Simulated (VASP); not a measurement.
Given:

```
CELL_PARAMETERS angstrom
      2.72034     0.00000     0.00000
      0.00000     2.72034     0.00000
      0.00000     0.00000     2.72034
ATOMIC_POSITIONS crystal
  W  0.00000 0.00000 0.00000
  C  0.50000 0.50000 0.50000
```

All values below come from r2SCAN meta-GGA, VASP's PBE PAW potentials (set 64) (plane waves; VASP). Run with 520 eV cut-off, 15×15×15 Γ-centred mesh, tetrahedra with Blöchl corrections, potentials W_sv C.

Unless said otherwise, spin-orbit coupling is left out, though it shifts the bands of the heavy elements here.

Question: What does the run give for the energy per atom (σ→0), band gap (over mesh and band path) with the smallest direct gap where there is one?

Answer: 
```yaml
band gap (over mesh and band path): none (metal, semimetal or under 0.01 eV)
energy per atom (σ→0): -29.833 eV/atom
```

Total energies compare only between runs with the same potentials, cut-off and functional.

The structure was generated: WC was put into the CsCl type (Pm-3m), which need not be its known phase. It was relaxed first, which changed the volume by -19 %.
